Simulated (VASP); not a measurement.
```
GaSb
1.0
    0.00000     3.09615     3.09615
    3.09615     0.00000     3.09615
    3.09615     3.09615     0.00000
Ga Sb
1 1
Direct
  0.00000   0.00000   0.00000
  0.25000   0.25000   0.25000
```

All values below come from AM05 GGA, VASP's PBE PAW potentials (set 64) (plane waves; VASP). Run with 520 eV cut-off, 10×10×10 Γ-centred mesh, first-order Methfessel-Paxton smearing of 0.10 eV, potentials Ga_d Sb.

**Question.** Give the stress tensor in GPa (positive for a compressed cell).

**Answer.** 
```
-1.42   0.00   0.00
 0.00  -1.42   0.00
 0.00   0.00  -1.42
```
The pressure is its mean diagonal, -1.42 GPa.

The compound is GaSb in the zinc blende structure. This cell is one point of a volume scan, at 1.03 of the reference volume.
